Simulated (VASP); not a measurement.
Output of a VASP run:

OSZICAR:
```
       N       E                     dE             d eps       ncg     rms          rms(c)
RMM:   1     0.943991382490E+02    0.94399E+02   -0.59771E+03   728   0.857E+02
RMM:   2    -0.238799109616E+02   -0.11828E+03   -0.15461E+03   728   0.229E+02
RMM:   3    -0.398545843402E+01    0.19894E+02   -0.17441E+02   728   0.886E+01
RMM:   4    -0.731021422920E+01   -0.33248E+01   -0.30049E+01   728   0.363E+01
RMM:   5    -0.830506619549E+01   -0.99485E+00   -0.91278E+00   728   0.207E+01
RMM:   6    -0.871963451656E+01   -0.41457E+00   -0.36116E+00   728   0.109E+01
RMM:   7    -0.891112419502E+01   -0.19149E+00   -0.17216E+00   728   0.711E+00
RMM:   8    -0.900780479909E+01   -0.96681E-01   -0.88429E-01   728   0.426E+00
RMM:   9    -0.910239717234E+01   -0.94592E-01   -0.88086E-01  2078   0.306E+00
RMM:  10    -0.912513642412E+01   -0.22739E-01   -0.15691E-01  2143   0.101E+00
RMM:  11    -0.912788775597E+01   -0.27513E-02   -0.19209E-02  2193   0.359E-01
RMM:  12    -0.912846935003E+01   -0.58159E-03   -0.51609E-03  2176   0.157E-01    0.218E+01
RMM:  13    -0.912634518816E+01    0.21242E-02   -0.23797E-02  2076   0.112E+00    0.131E+01
RMM:  14    -0.913389342066E+01   -0.75482E-02   -0.54777E-02  2516   0.167E+00    0.233E-01
RMM:  15    -0.913329187846E+01    0.60154E-03   -0.25238E-03  1802   0.306E-01    0.972E-02
RMM:  16    -0.913335022940E+01   -0.58351E-04   -0.92555E-04  1928   0.160E-01    0.380E-02
RMM:  17    -0.913337441950E+01   -0.24190E-04   -0.26532E-04  2119   0.601E-02    0.230E-02
RMM:  18    -0.913338834495E+01   -0.13925E-04   -0.11786E-04  2012   0.316E-02    0.431E-03
RMM:  19    -0.913339651218E+01   -0.81672E-05   -0.75769E-05  1496   0.140E-02    0.877E-03
RMM:  20    -0.913340069146E+01   -0.41793E-05   -0.41671E-05  1227   0.584E-03    0.106E-03
RMM:  21    -0.913340377465E+01   -0.30832E-05   -0.30843E-05  1062   0.330E-03    0.641E-04
RMM:  22    -0.913340558391E+01   -0.18093E-05   -0.17611E-05   736   0.195E-03    0.485E-04
RMM:  23    -0.913340691648E+01   -0.13326E-05   -0.13300E-05   601   0.158E-03    0.932E-04
RMM:  24    -0.913340773199E+01   -0.81551E-06   -0.76625E-06   525   0.142E-03
   1 F= -.91334077E+01 E0= -.91337886E+01  d E =0.114246E-02
```

### OUTCAR
```
------------------------ aborting loop because EDIFF is reached ----------------------------------------
  FORCE on cell =-STRESS in cart. coord.  units (eV):
  Direction    XX          YY          ZZ          XY          YZ          ZX
  --------------------------------------------------------------------------------------
  Total       -0.7687187     -0.7687184     -1.2544339      0.0000000      0.0000000      0.0000000
  in kB      -17.5956730    -17.5956658    -28.7135063      0.0000000      0.0000000      0.0000000
  external PRESSURE =     -21.3016150 kB  Pullay stress =       0.0000000 kB
  volume of cell :       70.00
      direct lattice vectors                 reciprocal lattice vectors
     1.851300000 -3.206545000  0.000000000     0.270080484 -0.155931072  0.000000000
     1.851300000  3.206545000  0.000000000     0.270080484  0.155931072  0.000000000
     0.000000000  0.000000000  5.895600000     0.000000000  0.000000000  0.169618020
 POSITION                                       TOTAL-FORCE (eV/Angst)
 -----------------------------------------------------------------------------------
      1.85130      1.06885      1.47390        -0.000000      0.000000      0.000000
      1.85130     -1.06885      4.42170         0.000000     -0.000000      0.000000
 -----------------------------------------------------------------------------------
    total drift:                                0.000000      0.000121     -0.000011
  FREE ENERGIE OF THE ION-ELECTRON SYSTEM (eV)
  ---------------------------------------------------
  free  energy   TOTEN  =        -9.1334077320 eV

  energy  without entropy=       -9.1345501952  energy(sigma->0) =       -9.13378855
```
(Selected blocks of OUTCAR.)

File POSCAR:
```
Gd
1
    1.8513000000    -3.2065450000     0.0000000000
    1.8513000000     3.2065450000     0.0000000000
    0.0000000000     0.0000000000     5.8956000000
Gd
2
Direct
  0.3333330000   0.6666670000   0.2500000000
  0.6666670000   0.3333330000   0.7500000000
```

Task: Reconstruct the remaining input files.

Result: Several could match; the one computed here: the input of the run itself, PBE GGA, plane waves, VASP's PBE PAW potentials (set 64).

File KPOINTS:
```
Automatic mesh
0
Gamma
10 10 6
0 0 0
```

**INCAR**
```
NELM = 100   # most electronic steps
ISMEAR = 1   # Methfessel-Paxton
GGA = PE
LWAVE = .False.
SIGMA = 0.1
PREC = Accurate
SYSTEM = Gd
ISIF = 2   # forces and stress, cell fixed
EDIFF = 1E-6   # SCF stop (eV)
LASPH = .True.   # aspherical one-centre terms
LCHARG = .False.
ALGO = VeryFast
LMAXMIX = 6   # l cut-off of mixed one-centre charges
LREAL = .False.
ENCUT = 400
```

POTCAR, in this order: Gd_3 (PBE.64 set). Program: vasp_std.

The 4f electrons are frozen in the core of the lanthanide potential, so 4f levels, which can set the real gap, and their magnetism are missing.

The compound is Gd in the hcp structure. The cell was not relaxed at this level. The run is one of a series of settings (ALGO = VeryFast against the base run), some of them coarse on purpose.
